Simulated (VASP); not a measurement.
OSZICAR of a VASP run on Si3N4 (atoms displaced from the space group 227 structure):

File OSZICAR:
```
       N       E                     dE             d eps       ncg     rms          rms(c)
DAV:   1     0.225626551599E+03    0.22563E+03   -0.27834E+04  1120   0.122E+03
DAV:   2    -0.113597073627E+03   -0.33922E+03   -0.32653E+03  1448   0.262E+02
DAV:   3    -0.129754407515E+03   -0.16157E+02   -0.16031E+02  1344   0.630E+01
DAV:   4    -0.129993216709E+03   -0.23881E+00   -0.23785E+00  1368   0.808E+00
DAV:   5    -0.129998834348E+03   -0.56176E-02   -0.56149E-02  1336   0.109E+00    0.254E+01
DAV:   6    -0.117190008802E+03    0.12809E+02   -0.47578E+01  1288   0.288E+01    0.121E+01
DAV:   7    -0.117103604449E+03    0.86404E-01   -0.22698E+00  1432   0.697E+00    0.598E+00
DAV:   8    -0.117028347144E+03    0.75257E-01   -0.98201E-02  1312   0.170E+00    0.200E+00
DAV:   9    -0.117017331564E+03    0.11016E-01   -0.14238E-02  1344   0.771E-01    0.294E-01
DAV:  10    -0.117017674707E+03   -0.34314E-03   -0.30179E-03  1328   0.290E-01    0.185E-01
DAV:  11    -0.117017705052E+03   -0.30345E-04   -0.38413E-04  1344   0.131E-01    0.639E-02
DAV:  12    -0.117017723305E+03   -0.18253E-04   -0.96916E-05  1336   0.614E-02    0.179E-02
DAV:  13    -0.117017724694E+03   -0.13892E-05   -0.14249E-05  1344   0.206E-02    0.771E-03
DAV:  14    -0.117017724439E+03    0.25499E-06   -0.11434E-06   896   0.775E-03
   1 F= -.11701772E+03 E0= -.11701772E+03  d E =-.813410E-06
       N       E                     dE             ncg
       N       E                     dE             ncg
       N       E                     dE             ncg
       N       E                     dE             ncg
```

Task: Which electronic solver shows in the log?

Result: It is blocked Davidson (ALGO = Normal, or the opening steps of other solvers). The INCAR had ALGO = Normal.

Task: Can the final energy be trusted as converged?

Result: Self-consistency was reached. It stopped with EDIFF = 1E-6, NELM = 100 (PBEsol GGA, plane waves, VASP's PBE PAW potentials (set 64)).

The structure was generated: Si3N4 was put into an ordered model structure, which need not be its known phase. The cell was not relaxed at this level, atoms are displaced from their ideal sites. The k-mesh is coarse (spacing up to 0.46 per Å, 2π included), so the numbers may not be converged in it. The run is one of a series of settings (KPOINTS 3×3×3 Γ-centred mesh against the base run), some of them coarse on purpose.
